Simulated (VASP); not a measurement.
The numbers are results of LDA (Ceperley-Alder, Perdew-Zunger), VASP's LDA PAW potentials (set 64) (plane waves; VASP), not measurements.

Input for VASP

**KPOINTS**
```
Automatic mesh
0
Gamma
4 4 4
0 0 0
```

### INCAR
```
SYSTEM = KMgH3
PREC = Accurate; ENCUT = 300; LREAL = .False.
LASPH = .True.
EDIFF = 1E-6; NELM = 100; ALGO = Normal
ISMEAR = 0; SIGMA = 0.01
ISIF = 2
LWAVE = .False.; LCHARG = .False.
```

POSCAR:
```
KMgH3
7.97620
  0.5000000000   0.0000000000   0.0000000000
  0.0000000000   0.5000000000   0.0000000000
  0.0000000000   0.0000000000   0.5000000000
K Mg H
1 1 3
Direct
  0.0000000000   0.0000000000   0.0000000000
  0.5000000000   0.5000000000   0.5000000000
  0.5000000000   0.0000000000   0.5000000000
  0.0000000000   0.5000000000   0.5000000000
  0.5000000000   0.5000000000   0.0000000000
```

POTCAR, in this order: K_sv Mg H (LDA.64 set). Program: vasp_std.

The run wrote:

File OSZICAR:
```
       N       E                     dE             d eps       ncg     rms          rms(c)
DAV:   1     0.345675579811E+02    0.34568E+02   -0.45545E+03   220   0.736E+02
DAV:   2    -0.141269126260E+02   -0.48694E+02   -0.47646E+02   256   0.213E+02
DAV:   3    -0.161131364429E+02   -0.19862E+01   -0.19822E+01   285   0.355E+01
DAV:   4    -0.161785121384E+02   -0.65376E-01   -0.65352E-01   318   0.654E+00
DAV:   5    -0.161802388484E+02   -0.17267E-02   -0.17267E-02   300   0.925E-01    0.630E+00
DAV:   6    -0.153462170699E+02    0.83402E+00   -0.70160E-01   241   0.497E+00    0.404E+00
DAV:   7    -0.150754535161E+02    0.27076E+00   -0.92155E-01   247   0.490E+00    0.176E+00
DAV:   8    -0.150802342269E+02   -0.47807E-02   -0.52112E-02   294   0.221E+00    0.468E-01
DAV:   9    -0.150790543586E+02    0.11799E-02   -0.32583E-03   274   0.490E-01    0.113E-01
DAV:  10    -0.150790892283E+02   -0.34870E-04   -0.18674E-04   311   0.981E-02    0.146E-02
DAV:  11    -0.150790887552E+02    0.47308E-06   -0.47418E-06   279   0.162E-02
   1 F= -.15079089E+02 E0= -.15079089E+02  d E =-.151131E-58
```

**OUTCAR**
```
------------------------ aborting loop because EDIFF is reached ----------------------------------------
  FORCE on cell =-STRESS in cart. coord.  units (eV):
  Direction    XX          YY          ZZ          XY          YZ          ZX
  --------------------------------------------------------------------------------------
  Total       -1.3362086     -1.3362086     -1.3362086      0.0000000      0.0000000     -0.0000000
  in kB      -33.7510073    -33.7510073    -33.7510073      0.0000000      0.0000000     -0.0000000
  external PRESSURE =     -33.7510073 kB  Pullay stress =       0.0000000 kB
  volume of cell :       63.43
      direct lattice vectors                 reciprocal lattice vectors
     3.988100000  0.000000000  0.000000000     0.250745969  0.000000000  0.000000000
     0.000000000  3.988100000  0.000000000     0.000000000  0.250745969  0.000000000
     0.000000000  0.000000000  3.988100000     0.000000000  0.000000000  0.250745969
 POSITION                                       TOTAL-FORCE (eV/Angst)
 -----------------------------------------------------------------------------------
      0.00000      0.00000      0.00000         0.000000      0.000000      0.000000
      1.99405      1.99405      1.99405         0.000000      0.000000      0.000000
      1.99405      0.00000      1.99405         0.000000      0.000000      0.000000
      0.00000      1.99405      1.99405         0.000000      0.000000      0.000000
      1.99405      1.99405      0.00000         0.000000      0.000000      0.000000
 -----------------------------------------------------------------------------------
    total drift:                                0.000000     -0.000000      0.000000
  FREE ENERGIE OF THE ION-ELECTRON SYSTEM (eV)
  ---------------------------------------------------
  free  energy   TOTEN  =       -15.0790887552 eV

  energy  without entropy=      -15.0790887552  energy(sigma->0) =      -15.07908876
```
(Selected blocks of OUTCAR.)

At this cut-off the stress carries a Pulay error, which pulls relaxed volumes low.

The structure comes from a computed database's KMgH3 entry (Pm-3m); how it stands against other phases isn't given here. The cell was not relaxed at this level.
